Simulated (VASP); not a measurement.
Here is the system:

```
TiC
1.0
    0.00000     2.14753     2.14753
    2.11532     0.00000     2.14753
    2.11532     2.14753     0.00000
Ti C
1 1
Direct
  0.00000   0.00000   0.00000
  0.50000   0.50000   0.50000
```

Method: PBEsol GGA, VASP's PBE PAW potentials (set 64) (plane waves; VASP 6.6.1). Run with 600 eV cut-off, 14×14×14 Γ-centred mesh, first-order Methfessel-Paxton smearing of 0.10 eV, potentials Ti_sv C.

Q: Give the stress tensor in GPa (positive for a compressed cell).

A: 
```
8.68  0.00  0.00
0.00  1.71  0.00
0.00  0.00  1.71
```
The pressure is its mean diagonal, 4.04 GPa.

The compound is TiC in the rock salt structure. This cell was strained or had an atom moved on purpose.
